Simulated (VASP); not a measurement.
Method: PBE GGA with D3 dispersion (Becke-Johnson damping), VASP's PBE PAW potentials (set 64) (plane waves; VASP).

A VASP calculation is set up with these files.

File POSCAR:
```
C
1.0
  1.2330805223  -2.1357576173   0.0000000000
  1.2330805223   2.1357576173   0.0000000000
  0.0000000000   0.0000000000   6.7104250184
C
4
Direct
  0.0000000000   0.0000000000   0.2500000000
  0.0000000000   0.0000000000   0.7500000000
  0.3333330000   0.6666670000   0.2500000000
  0.6666670000   0.3333330000   0.7500000000
```

**KPOINTS**
```
k-points along high-symmetry lines
10
Line-mode
Reciprocal
  0.000000   0.000000   0.000000 ! GAMMA
  0.000000   0.500000   0.000000 ! M

  0.000000   0.500000   0.000000 ! M
 -0.333333   0.666667   0.000000 ! K

 -0.333333   0.666667   0.000000 ! K
  0.000000   0.000000   0.000000 ! GAMMA

  0.000000   0.000000   0.000000 ! GAMMA
  0.000000   0.000000   0.500000 ! A

  0.000000   0.000000   0.500000 ! A
  0.000000   0.500000   0.500000 ! L

  0.000000   0.500000   0.500000 ! L
 -0.333333   0.666667   0.500000 ! H

 -0.333333   0.666667   0.500000 ! H
  0.000000   0.000000   0.500000 ! A

  0.000000   0.500000   0.500000 ! L
  0.000000   0.500000   0.000000 ! M

 -0.333333   0.666667   0.500000 ! H
 -0.333333   0.666667   0.000000 ! K
```

INCAR:
```
! general
SYSTEM = C
PREC   = Accurate
ENCUT  = 520   ! plane-wave cut-off (eV)
LREAL  = .FALSE.
LASPH  = .TRUE.
ICHARG = 11   ! fixed density

! electronic loop
EDIFF  = 1E-7   ! SCF stop (eV)
NELM   = 100
ALGO   = Normal   ! blocked Davidson

! smearing
ISMEAR = 0
SIGMA  = 0.05   ! width (eV)

! functional
GGA    = PE
IVDW   = 12   ! D3, Becke-Johnson

! output
LWAVE  = .FALSE.
LCHARG = .FALSE.
LORBIT = 11   ! lm-projected
```

POTCAR, in this order: C (PBE.64 set). Program: vasp_std. Read from the step before: CHGCAR.

Output

**OUTCAR**
```
 ion  position               nearest neighbor table
   1  0.000  0.000  0.250-   3 1.42   3 1.42   3 1.42
   2  0.000  0.000  0.750-   4 1.42   4 1.42   4 1.42
   3  0.333  0.667  0.250-   1 1.42   1 1.42   1 1.42
   4  0.667  0.333  0.750-   2 1.42   2 1.42   2 1.42
  LATTYP: Found a hexagonal cell.
 ALAT       =     2.4661606141
 C/A-ratio  =     2.7210008059
 Subroutine PRICEL returns:
 Original cell was already a primitive cell.
 Subroutine GETGRP returns: Found 24 space group operations
The static configuration has the point symmetry D_3d.
 The point group associated with its full space group is D_6h.
The dynamic configuration has the point symmetry D_3d.
 Subroutine INISYM returns: Found 24 space group operations
   k-points           NKPTS =     90   k-points in BZ     NKDIM =     90   number of bands    NBANDS=     12
   number of dos      NEDOS =    301   number of ions     NIONS =      4
   total plane-waves  NPLWV =  16200
   dimension x,y,z NGX =    18 NGY =   18 NGZ =   50
   dimension x,y,z NGXF=    36 NGYF=   36 NGZF=  100
   ions per type =               4
   PREC   = accura    normal or accurate (medium, high low for compatibility)
   ISTART =      0    job   : 0-new  1-cont  2-samecut
   ICHARG =     11    charge: 1-file 2-atom 10-const
   ISPIN  =      1    spin polarized calculation?
...
```

**OSZICAR**
```
       N       E                     dE             d eps       ncg     rms          rms(c)
DAV:   1     0.477682282352E+02    0.47768E+02   -0.81048E+03  2160   0.121E+03
DAV:   2    -0.298229853867E+02   -0.77591E+02   -0.70833E+02  3016   0.216E+02
DAV:   3    -0.333176140729E+02   -0.34946E+01   -0.33847E+01  2728   0.458E+01
DAV:   4    -0.333628763279E+02   -0.45262E-01   -0.45209E-01  2700   0.557E+00
DAV:   5    -0.333638974275E+02   -0.10211E-02   -0.10208E-02  2684   0.738E-01
DAV:   6    -0.333639294969E+02   -0.32069E-04   -0.32065E-04  2812   0.118E-01
DAV:   7    -0.333639300561E+02   -0.55920E-06   -0.55877E-06  2660   0.171E-02
DAV:   8    -0.333639300773E+02   -0.21210E-07   -0.21126E-07  2260   0.283E-03
   1 F= -.33989152E+02 E0= -.33984143E+02  d E =-.100173E-01
```

**OUTCAR**
```
 val. band max:        4.6610539230   @ k =  -0.3333   0.6667   0.2222

 cond. band min:       4.6668609409   @ k =  -0.3333   0.6667   0.2778



 k-point     1 :       0.0000    0.0000    0.0000
  band No.  band energies     occupation
      1     -14.9724      2.00000
      2     -14.6722      2.00000
      3      -3.8354      2.00000
      4      -1.8683      2.00000
      5       1.6501      2.00000
      6       1.6501      2.00000
      7       1.6685      2.00000
      8       1.6686      2.00000
      9       8.9599      0.00000
     10      12.9808      0.00000
     11      12.9892      0.00000
     12      13.0327      0.00000

 k-point     2 :       0.0000    0.0556    0.0000
  band No.  band energies     occupation
      1     -14.8987      2.00000
      2     -14.5999      2.00000
      3      -3.7460      2.00000
      4      -1.7847      2.00000
      5       1.3485      2.00000
      6       1.3745      2.00000
      7       1.4911      2.00000
      8       1.5148      2.00000
      9       9.0486      0.00000
     10      13.0185      0.00000
     11      13.0880      0.00000
     12      13.3284      0.00000

 k-point     3 :       0.0000    0.1111    0.0000
  band No.  band energies     occupation
      1     -14.6781      2.00000
      2     -14.3833      2.00000
      3      -3.4787      2.00000
      4      -1.5351      2.00000
      5       0.5220      2.00000
      6       0.5651      2.00000
      7       1.0713      2.00000
      8       1.1041      2.00000
      9       9.3153      0.00000
     10      13.0311      0.00000
     11      13.1426      0.00000
     12      14.2261      0.00000

 k-point     4 :       0.0000    0.1667    0.0000
  band No.  band energies     occupation
      1     -14.3117      2.00000
      2     -14.0235      2.00000
      3      -3.0359      2.00000
      4      -1.1236      2.00000
      5      -0.6631      2.00000
      6      -0.5986      2.00000
      7       0.5087      2.00000
...
```

The density is held fixed in this step, so its total energy and stress have no physical meaning.

The compound is C in the graphite structure. It was relaxed first.
